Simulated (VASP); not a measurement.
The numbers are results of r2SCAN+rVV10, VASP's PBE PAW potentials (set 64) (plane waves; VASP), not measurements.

Input for VASP

File KPOINTS:
```
Regular mesh
0
Gamma
  11 11 11
```

INCAR:
```
SYSTEM = BP
PREC = Accurate
ENCUT = 520
EDIFF = 1E-7
NELM = 100
ALGO = Normal
LREAL = .FALSE.
LASPH = .TRUE.
ISMEAR = -5
METAGGA = R2SCAN
LUSE_VDW = .TRUE.
BPARAM = 11.95
CPARAM = 0.0093
LMIXTAU = .TRUE.
LWAVE = .FALSE.
LCHARG = .FALSE.
LORBIT = 11
NEDOS = 601
ISIF = 2
```

POSCAR:
```
BP
1.0
  0.0000000000   2.2634236574   2.2634236574
  2.2634236574   0.0000000000   2.2634236574
  2.2634236574   2.2634236574   0.0000000000
B P
1 1
Direct
  0.0000000000   0.0000000000   0.0000000000
  0.2500000000   0.2500000000   0.2500000000
```

### KPOINTS_OPT
```
k-points along high-symmetry lines
10
Line-mode
Reciprocal
  0.000000   0.000000   0.000000 ! GAMMA
 -0.500000  -0.500000   0.000000 ! X

 -0.500000  -0.500000   0.000000 ! X
 -0.375000  -0.375000   0.250000 ! U

 -0.375000   0.000000   0.375000 ! K
  0.000000   0.000000   0.000000 ! GAMMA

  0.000000   0.000000   0.000000 ! GAMMA
 -0.000000  -0.000000   0.500000 ! L

 -0.000000  -0.000000   0.500000 ! L
 -0.500000  -0.250000   0.250000 ! W

 -0.500000  -0.250000   0.250000 ! W
 -0.500000  -0.500000   0.000000 ! X
```

POTCAR, in this order: B P (PBE.64 set). Program: vasp_std.

Q: What does the run give for the energy per atom (σ→0), band gap (over mesh and band path)?

A: 
```
Quantity                                         Value
----------------------------------  ------------------
energy per atom (σ→0)               -831.0 kJ/mol-atom
band gap (over mesh and band path)             1.42 eV
```

### OSZICAR
```
...
DAV:  16    -0.172264389665E+02   -0.12657E-04   -0.42953E-06   896   0.254E-02    0.245E-03
DAV:  17    -0.172264383022E+02    0.66433E-06   -0.11722E-07  1032   0.387E-03    0.206E-03
DAV:  18    -0.172264389357E+02   -0.63360E-06   -0.75598E-08   624   0.298E-03    0.684E-04
DAV:  19    -0.172264385606E+02    0.37519E-06   -0.24284E-08   448   0.147E-03    0.661E-04
DAV:  20    -0.172264386070E+02   -0.46404E-07   -0.18066E-09   448   0.469E-04
   1 F= -.17226439E+02 E0= -.17226439E+02  d E =0.000000E+00
       N       E                     dE             ncg
       N       E                     dE             ncg
```

The compound is BP in the zinc blende structure. It was relaxed first.
